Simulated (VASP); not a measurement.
These are HSE06 screened hybrid, VASP's PBE PAW potentials (set 64) (plane waves; VASP) values and carry that method's errors.

The input files of a VASP run:

### POSCAR
```
BeIn31P32
11.9995220
  0.9999999778   0.0000000000   0.0000000000
  0.0000000000   0.9999999778   0.0000000000
  0.0000000000   0.0000000000   0.9999999778
In P Be
31 32 1
direct
  0.5001187373   0.0002537825   0.0004314209
  0.7494485295   0.2505902471   0.0003955030
  0.7493218205   0.0001706626   0.2508701909
  0.0000216153   0.0003094306   0.0000574155
  0.2507068351   0.2507985834   0.9998162146
  0.4999904260   0.4998323376   0.0003612167
  0.7493219266   0.7493599185   0.9998366816
  0.2506166364   0.0000325336   0.2506092280
  0.5021417044   0.2563548122   0.2564673895
  0.7436388682   0.4980184850   0.2565453379
  0.4999756479   0.9998666561   0.5000532155
  0.7437114898   0.2563264561   0.4980041047
  0.7493420789   0.9998384721   0.7494585901
  0.9999268492   0.4997798215   0.0005088640
  0.2505704558   0.7495085112   0.0002810269
  0.9997989791   0.2507347914   0.2507962824
  0.2563562267   0.5023408666   0.2563668548
  0.4979364357   0.7436529443   0.2563650358
  0.9997635340   0.9999610278   0.5002034646
  0.2562558922   0.2562287624   0.5021066234
  0.7435820789   0.7435505712   0.5022927143
  0.2507100501   0.0003047773   0.7492982700
  0.4979512330   0.2562232465   0.7438900465
  0.7438882747   0.5020834522   0.7440085587
  0.0000457138   0.7495791067   0.2506629099
  0.0002070334   0.4999676540   0.4999738449
  0.2562268267   0.7437551532   0.4978388274
  0.0003468320   0.2506277421   0.7494282792
  0.2562159052   0.4979576912   0.7438582197
  0.5020826563   0.7438343980   0.7439676332
  0.9997401921   0.7494926126   0.7493453380
  0.6236387512   0.1273368611   0.1275358715
  0.8725995653   0.3764289416   0.1275210592
  0.8727958269   0.1272661132   0.3765967999
  0.1252928748   0.1256295909   0.1253341763
  0.3753279414   0.3753185884   0.1262665790
  0.6246393220   0.6246846719   0.1261078144
  0.8745786698   0.8750249845   0.1252979470
  0.3754417480   0.1259904533   0.3754713352
  0.6100332168   0.3901902467   0.3903458963
  0.8740326006   0.6247912646   0.3756023473
  0.6245907999   0.1259638420   0.6246858207
  0.8741524945   0.3754245802   0.6247281234
  0.8747143352   0.1255337233   0.8747522783
  0.1271228320   0.6238072208   0.1273637298
  0.3764268488   0.8729014523   0.1273049846
  0.1261271692   0.3754243760   0.3753202369
  0.3902347009   0.6099835895   0.3903333523
  0.6247055858   0.8739317274   0.3755433312
  0.1272130941   0.1271799383   0.6235394120
  0.3897446580   0.3898730961   0.6104071230
  0.6100571902   0.6099661514   0.6105899557
  0.8725511947   0.8727434314   0.6235918397
  0.3764573232   0.1271930899   0.8729917763
  0.6246742907   0.3753177568   0.8742231403
  0.8730425858   0.6236308014   0.8730927052
  0.1271023098   0.8730328782   0.3764254683
  0.1259768832   0.6248120310   0.6246129988
  0.3753420664   0.8740161640   0.6247028045
  0.1271117553   0.3765024486   0.8729751836
  0.3753929929   0.6246251654   0.8742704794
  0.6235543223   0.8730023327   0.8730458567
  0.1252768714   0.8750768302   0.8746669778
  0.4999376943   0.4998211493   0.5005582927
```

**INCAR**
```
# general
SYSTEM   = BeIn31P32
PREC     = Normal
ENCUT    = 400
LREAL    = Auto
LASPH    = T
ISYM     = 0
NELECT   = 254.0

# electronic loop
EDIFF    = 1E-5
NELM     = 50
NELMIN   = 4
ALGO     = Normal
LMAXMIX  = 4

# smearing
ISMEAR   = 0
SIGMA    = 0.05

# functional
GGA      = PE
LHFCALC  = T
AEXX     = 0.25
HFSCREEN = 0.2
PRECFOCK = Fast

# ions
ISIF     = 0

# output
LWAVE    = F
LCHARG   = F
```

File KPOINTS:
```
Automatic mesh
0
Gamma
1 1 1
0 0 0
```

POTCAR, in this order: In P Be (PBE.64 set). Program: vasp_gam. Read from the step before: WAVECAR.

The resulting files:

**OUTCAR**
```
 ion  position               nearest neighbor table
   1  0.500  0.000  0.000-  32 2.62  46 2.62  54 2.62  62 2.62
   2  0.749  0.251  0.000-  55 2.60  44 2.60  33 2.61  32 2.61
   3  0.749  0.000  0.251-  49 2.60  38 2.60  32 2.61  34 2.61
   4  0.000  0.000  0.000-  44 2.60  35 2.60  63 2.60  38 2.60
   5  0.251  0.251  1.000-  36 2.60  35 2.61  60 2.61  54 2.61
   6  0.500  0.500  0.000-  36 2.60  37 2.60  55 2.60  61 2.60
   7  0.749  0.749  1.000-  37 2.60  56 2.61  62 2.61  38 2.61
   8  0.251  0.000  0.251-  39 2.60  35 2.61  46 2.61  57 2.61
   9  0.502  0.256  0.256-  36 2.61  39 2.61  40 2.61  32 2.63
  10  0.744  0.498  0.257-  37 2.61  41 2.61  40 2.61  33 2.63
  11  0.500  1.000  0.500-  59 2.60  49 2.60  39 2.60  42 2.60
  12  0.744  0.256  0.498-  42 2.61  43 2.61  40 2.61  34 2.63
  13  0.749  1.000  0.749-  42 2.60  53 2.61  62 2.61  44 2.61
  14  1.000  0.500  0.001-  33 2.62  60 2.62  45 2.62  56 2.62
  15  0.251  0.750  0.000-  61 2.60  45 2.61  46 2.61  63 2.61
  16  1.000  0.251  0.251-  47 2.60  35 2.61  33 2.61  34 2.61
  17  0.256  0.502  0.256-  36 2.61  47 2.61  48 2.61  45 2.63
  18  0.498  0.744  0.256-  37 2.61  49 2.61  48 2.61  46 2.63
  19  1.000  1.000  0.500-  53 2.62  34 2.62  50 2.62  57 2.62
  20  0.256  0.256  0.502-  39 2.61  47 2.61  51 2.61  50 2.63
  21  0.744  0.744  0.502-  41 2.61  49 2.61  52 2.61  53 2.63
  22  0.251  0.000  0.749-  59 2.60  63 2.61  50 2.61  54 2.61
  23  0.498  0.256  0.744-  42 2.61  55 2.61  51 2.61  54 2.63
  24  0.744  0.502  0.744-  55 2.61  43 2.61  52 2.61  56 2.63
  25  0.000  0.750  0.251-  41 2.60  45 2.61  38 2.61  57 2.61
  26  0.000  0.500  0.500-  47 2.60  58 2.60  43 2.60  41 2.60
  27  0.256  0.744  0.498-  58 2.61  59 2.61  48 2.61  57 2.63
  28  0.000  0.251  0.749-  43 2.60  44 2.61  60 2.61  50 2.61
  29  0.256  0.498  0.744-  61 2.61  58 2.61  51 2.61  60 2.63
  30  0.502  0.744  0.744-  59 2.61  61 2.61  52 2.61  62 2.63
  31  1.000  0.749  0.749-  58 2.60  53 2.61  56 2.61  63 2.61
  32  0.624  0.127  0.128-   3 2.61   2 2.61   1 2.62   9 2.63
  33  0.873  0.376  0.128-   2 2.61  16 2.61  14 2.62  10 2.63
  34  0.873  0.127  0.377-  16 2.61   3 2.61  19 2.62  12 2.63
  35  0.125  0.126  0.125-   4 2.60  16 2.61   5 2.61   8 2.61
  36  0.375  0.375  0.126-   6 2.60   5 2.60   9 2.61  17 2.61
  37  0.625  0.625  0.126-   6 2.60   7 2.60  18 2.61  10 2.61
  38  0.875  0.875  0.125-   4 2.60   3 2.60  25 2.61   7 2.61
  39  0.375  0.126  0.375-  11 2.60   8 2.60  20 2.61   9 2.61
...
```

### OSZICAR
```
       N       E                     dE             d eps       ncg     rms          rms(c)
DAV:   1    -0.317471808276E+03   -0.31747E+03   -0.14602E+01   320   0.709E+00    0.123E+01
DAV:   2    -0.317618424668E+03   -0.14662E+00   -0.69937E-01   392   0.134E+00    0.841E+00
DAV:   3    -0.317585762827E+03    0.32662E-01   -0.25097E-02   384   0.283E-01    0.493E+00
DAV:   4    -0.317570851666E+03    0.14911E-01   -0.91460E-03   368   0.149E-01    0.274E+00
DAV:   5    -0.317567360541E+03    0.34911E-02   -0.40647E-03   360   0.933E-02    0.147E+00
DAV:   6    -0.317569022192E+03   -0.16617E-02   -0.18724E-03   368   0.692E-02    0.818E-01
DAV:   7    -0.317573493633E+03   -0.44714E-02   -0.19452E-03   368   0.724E-02    0.509E-01
DAV:   8    -0.317577520101E+03   -0.40265E-02   -0.23179E-03   360   0.806E-02    0.357E-01
DAV:   9    -0.317577821164E+03   -0.30106E-03   -0.19990E-03   376   0.770E-02    0.236E-01
DAV:  10    -0.317576814023E+03    0.10071E-02   -0.11854E-03   384   0.618E-02    0.137E-01
DAV:  11    -0.317576391409E+03    0.42261E-03   -0.66871E-04   376   0.444E-02    0.718E-02
DAV:  12    -0.317576338683E+03    0.52726E-04   -0.41541E-04   392   0.282E-02    0.381E-02
DAV:  13    -0.317576378382E+03   -0.39699E-04   -0.30676E-04   352   0.153E-02    0.290E-02
DAV:  14    -0.317576425200E+03   -0.46818E-04   -0.29036E-04   240   0.923E-03    0.299E-02
DAV:  15    -0.317576467217E+03   -0.42017E-04   -0.31126E-04   240   0.920E-03    0.319E-02
DAV:  16    -0.317576505763E+03   -0.38545E-04   -0.32068E-04   240   0.908E-03    0.335E-02
DAV:  17    -0.317576541591E+03   -0.35828E-04   -0.32643E-04   248   0.953E-03    0.343E-02
DAV:  18    -0.317576575254E+03   -0.33663E-04   -0.32542E-04   264   0.997E-03    0.347E-02
DAV:  19    -0.317576607023E+03   -0.31769E-04   -0.31895E-04   240   0.100E-02    0.346E-02
DAV:  20    -0.317576637083E+03   -0.30060E-04   -0.31116E-04   248   0.103E-02    0.343E-02
DAV:  21    -0.317576665967E+03   -0.28883E-04   -0.30352E-04   248   0.104E-02    0.338E-02
DAV:  22    -0.317576694207E+03   -0.28241E-04   -0.29622E-04   248   0.103E-02    0.333E-02
DAV:  23    -0.317576722300E+03   -0.28092E-04   -0.29066E-04   240   0.101E-02    0.328E-02
DAV:  24    -0.317576750854E+03   -0.28555E-04   -0.28951E-04   248   0.102E-02    0.325E-02
DAV:  25    -0.317576780513E+03   -0.29659E-04   -0.29127E-04   256   0.991E-03    0.323E-02
DAV:  26    -0.317576811805E+03   -0.31292E-04   -0.29750E-04   232   0.988E-03    0.322E-02
DAV:  27    -0.317576845371E+03   -0.33566E-04   -0.30928E-04   248   0.981E-03    0.325E-02
DAV:  28    -0.317576881839E+03   -0.36468E-04   -0.32561E-04   248   0.982E-03    0.330E-02
DAV:  29    -0.317576921776E+03   -0.39937E-04   -0.34725E-04   232   0.978E-03    0.338E-02
DAV:  30    -0.317576965797E+03   -0.44021E-04   -0.37471E-04   264   0.998E-03    0.349E-02
DAV:  31    -0.317577014400E+03   -0.48603E-04   -0.40626E-04   256   0.100E-02    0.362E-02
DAV:  32    -0.317577068073E+03   -0.53673E-04   -0.44407E-04   240   0.105E-02    0.377E-02
DAV:  33    -0.317577127290E+03   -0.59218E-04   -0.48562E-04   264   0.106E-02    0.393E-02
DAV:  34    -0.317577192316E+03   -0.65025E-04   -0.53089E-04   248   0.110E-02    0.411E-02
DAV:  35    -0.317577263505E+03   -0.71190E-04   -0.58141E-04   296   0.115E-02    0.429E-02
DAV:  36    -0.317577340924E+03   -0.77418E-04   -0.63065E-04   288   0.115E-02    0.447E-02
DAV:  37    -0.317577424151E+03   -0.83227E-04   -0.67914E-04   288   0.116E-02    0.469E-02
DAV:  38    -0.317577512992E+03   -0.88841E-04   -0.73396E-04   320   0.124E-02    0.485E-02
DAV:  39    -0.317577606748E+03   -0.93756E-04   -0.77614E-04   296   0.121E-02    0.508E-02
DAV:  40    -0.317577704454E+03   -0.97706E-04   -0.82628E-04   344   0.132E-02    0.520E-02
DAV:  41    -0.317577804922E+03   -0.10047E-03   -0.85449E-04   320   0.128E-02    0.540E-02
DAV:  42    -0.317577906730E+03   -0.10181E-03   -0.88918E-04   360   0.138E-02    0.547E-02
DAV:  43    -0.317578008491E+03   -0.10176E-03   -0.89697E-04   352   0.133E-02    0.559E-02
DAV:  44    -0.317578108342E+03   -0.99851E-04   -0.90480E-04   360   0.140E-02    0.564E-02
DAV:  45    -0.317578204763E+03   -0.96422E-04   -0.89347E-04   360   0.141E-02    0.566E-02
DAV:  46    -0.317578296177E+03   -0.91414E-04   -0.87156E-04   368   0.142E-02    0.563E-02
DAV:  47    -0.317578381244E+03   -0.85067E-04   -0.83450E-04   368   0.139E-02    0.557E-02
DAV:  48    -0.317578458723E+03   -0.77479E-04   -0.78764E-04   360   0.138E-02    0.548E-02
DAV:  49    -0.317578527913E+03   -0.69190E-04   -0.73515E-04   368   0.139E-02    0.533E-02
DAV:  50    -0.317578588380E+03   -0.60467E-04   -0.66923E-04   352   0.134E-02
   1 F= -.31757859E+03 E0= -.31757109E+03  d E =-.149880E-01
```

File OUTCAR:
```
------------------------ aborting loop EDIFF was not reached (unconverged)  ----------------------------
  volume of cell :     1727.79
      direct lattice vectors                 reciprocal lattice vectors
    11.999521734  0.000000000  0.000000000     0.083336655  0.000000000  0.000000000
     0.000000000 11.999521734  0.000000000     0.000000000  0.083336655  0.000000000
     0.000000000  0.000000000 11.999521734     0.000000000  0.000000000  0.083336655
  FREE ENERGIE OF THE ION-ELECTRON SYSTEM (eV)
  ---------------------------------------------------
  free  energy   TOTEN  =      -317.5785883803 eV

  energy  without entropy=     -317.5636003934  energy(sigma->0) =     -317.57109439

  exchange ACFDT corr.  =         0.00000000  see jH, gK, PRB 81, 115126
```
(Selected blocks of OUTCAR.)

stdout:
```
...
DAV:  31    -0.317577014400E+03   -0.48603E-04   -0.40626E-04   256   0.100E-02    0.362E-02
DAV:  32    -0.317577068073E+03   -0.53673E-04   -0.44407E-04   240   0.105E-02    0.377E-02
DAV:  33    -0.317577127290E+03   -0.59218E-04   -0.48562E-04   264   0.106E-02    0.393E-02
DAV:  34    -0.317577192316E+03   -0.65025E-04   -0.53089E-04   248   0.110E-02    0.411E-02
DAV:  35    -0.317577263505E+03   -0.71190E-04   -0.58141E-04   296   0.115E-02    0.429E-02
DAV:  36    -0.317577340924E+03   -0.77418E-04   -0.63065E-04   288   0.115E-02    0.447E-02
DAV:  37    -0.317577424151E+03   -0.83227E-04   -0.67914E-04   288   0.116E-02    0.469E-02
DAV:  38    -0.317577512992E+03   -0.88841E-04   -0.73396E-04   320   0.124E-02    0.485E-02
DAV:  39    -0.317577606748E+03   -0.93756E-04   -0.77614E-04   296   0.121E-02    0.508E-02
DAV:  40    -0.317577704454E+03   -0.97706E-04   -0.82628E-04   344   0.132E-02    0.520E-02
DAV:  41    -0.317577804922E+03   -0.10047E-03   -0.85449E-04   320   0.128E-02    0.540E-02
DAV:  42    -0.317577906730E+03   -0.10181E-03   -0.88918E-04   360   0.138E-02    0.547E-02
DAV:  43    -0.317578008491E+03   -0.10176E-03   -0.89697E-04   352   0.133E-02    0.559E-02
DAV:  44    -0.317578108342E+03   -0.99851E-04   -0.90480E-04   360   0.140E-02    0.564E-02
DAV:  45    -0.317578204763E+03   -0.96422E-04   -0.89347E-04   360   0.141E-02    0.566E-02
DAV:  46    -0.317578296177E+03   -0.91414E-04   -0.87156E-04   368   0.142E-02    0.563E-02
DAV:  47    -0.317578381244E+03   -0.85067E-04   -0.83450E-04   368   0.139E-02    0.557E-02
DAV:  48    -0.317578458723E+03   -0.77479E-04   -0.78764E-04   360   0.138E-02    0.548E-02
DAV:  49    -0.317578527913E+03   -0.69190E-04   -0.73515E-04   368   0.139E-02    0.533E-02
DAV:  50    -0.317578588380E+03   -0.60467E-04   -0.66923E-04   352   0.134E-02

 -----------------------------------------------------------------------------
|                                                                             |
|           W    W    AA    RRRRR   N    N  II  N    N   GGGG   !!!           |
|           W    W   A  A   R    R  NN   N  II  NN   N  G    G  !!!           |
|           W    W  A    A  R    R  N N  N  II  N N  N  G       !!!           |
|           W WW W  AAAAAA  RRRRR   N  N N  II  N  N N  G  GGG   !            |
|           WW  WW  A    A  R   R   N   NN  II  N   NN  G    G                |
|           W    W  A    A  R    R  N    N  II  N    N   GGGG   !!!           |
|                                                                             |
|     The electronic self-consistency was not achieved in the given           |
|     number of steps (NELM). The forces and other quantities evaluated       |
|     might not be reliable so examine the results carefully. If you find     |
|     spurious results, we suggest increasing NELM, if you were close to      |
|     convergence or switching to a different ALGO or adjusting the           |
|     density mixing parameters otherwise.                                    |
|                                                                             |
 -----------------------------------------------------------------------------

   1 F= -.31757859E+03 E0= -.31757109E+03  d E =-.149880E-01
```

The run did not converge; its last values are not results.

The cell is charged, with a uniform compensating background. The supercell is sampled at Γ alone, which is coarse: total energies, pressure and levels can be off, energies of defects by several tenths of an eV.

The cell is a supercell with a defect, built from InP (zinc blende): Be_In, charge +1. The cell's shape comes from a PBE relaxation. The run is not spin-polarised, so no state with unpaired spins was tried.
